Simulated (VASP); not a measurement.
VASP runs on NiSi$_{2}$ (fluorite) share one base input (PBE GGA, plane waves, VASP's PBE PAW potentials (set 64)) and change the settings named in each case.

**INCAR**
```
# general
SYSTEM   =  NiSi2
PREC     =  Accurate
ENCUT    =  400   # plane-wave cut-off (eV)
LREAL    =  .FALSE.   # projection in real space or not
LASPH    =  .TRUE.   # aspherical one-centre terms

# electronic loop
EDIFF    =  1E-6
NELM     =  100   # most electronic steps
ALGO     =  Normal   # blocked Davidson
LMAXMIX  =  4

# smearing
ISMEAR   =  1   # Methfessel-Paxton
SIGMA    =  0.1   # width (eV)

# functional
GGA      =  PE

# ions
ISIF     =  2   # forces and stress, cell fixed

# output
LWAVE    =  .FALSE.
LCHARG   =  .FALSE.
```

**POSCAR**
```
NiSi2
1
    0.0000000000     2.7591000000     2.7591000000
    2.7591000000     0.0000000000     2.7591000000
    2.7591000000     2.7591000000     0.0000000000
Si Ni
2 1
Direct
  0.2500000000   0.2500000000   0.2500000000
  0.7500000000   0.7500000000   0.7500000000
  0.0000000000   0.0000000000   0.0000000000
```

### KPOINTS
```
Automatic mesh
0
Gamma
9 9 9
0 0 0
```

POTCAR, in this order: Si Ni (PBE.64 set). Program: vasp_std.

```
change                                                                              E(σ→0) (eV/atom)  pressure (GPa)  −TS (eV)
----------------------------------------------------------------------------------  ----------------  --------------  --------
base run                                                                                     -5.7839           -5.12    0.0008
LDAU = .TRUE., LDAUJ = 0 0, LDAUL = -1 2, LDAUTYPE = 2, LDAUU = 0 1.0                        -5.5690           -5.87    0.0008
LDAU = .TRUE., LDAUJ = 0 0, LDAUL = -1 2, LDAUTYPE = 2, LDAUU = 0 2.0                        -5.3600           -6.64    0.0010
LDAU = .TRUE., LDAUJ = 0 0, LDAUL = -1 2, LDAUTYPE = 2, LDAUU = 0 3.0                        -5.1571           -7.46    0.0007
LDAU = .TRUE., LDAUJ = 0 0, LDAUL = -1 2, LDAUTYPE = 2, LDAUU = 0 4.0                        -4.9609           -8.37   -0.0001
LDAU = .TRUE., LDAUJ = 0 0, LDAUL = -1 2, LDAUTYPE = 2, LDAUU = 0 5.0                        -4.7718           -9.30   -0.0011
LDAU = .TRUE., LDAUJ = 0 0, LDAUL = -1 2, LDAUTYPE = 2, LDAUU = 0 6.0                        -4.5905          -10.46   -0.0018
LDAU = .TRUE., LDAUJ = 0 0, LDAUL = -1 2, LDAUTYPE = 2, LDAUU = 0 8.0                        -4.2539          -12.59   -0.0010
LDAU = .TRUE., LDAUJ = 0 0, LDAUL = -1 2, LDAUTYPE = 2, LDAUU = 0 5.0, LMAXMIX = 2           -4.7718           -9.31   -0.0011
```
 Energies of different potentials or functionals have different zeros.

Left out are runs that ran out of time, are held back, or changed the cell or the kind of run, fixed moments of cells without a moment, rows past the twelfth, gaps on odd meshes, pressures of charged cells and columns that move by less than the noise.

The compound is NiSi2 in the fluorite structure. The cell was not relaxed at this level. The run is not spin-polarised, so no magnetic state was tried.
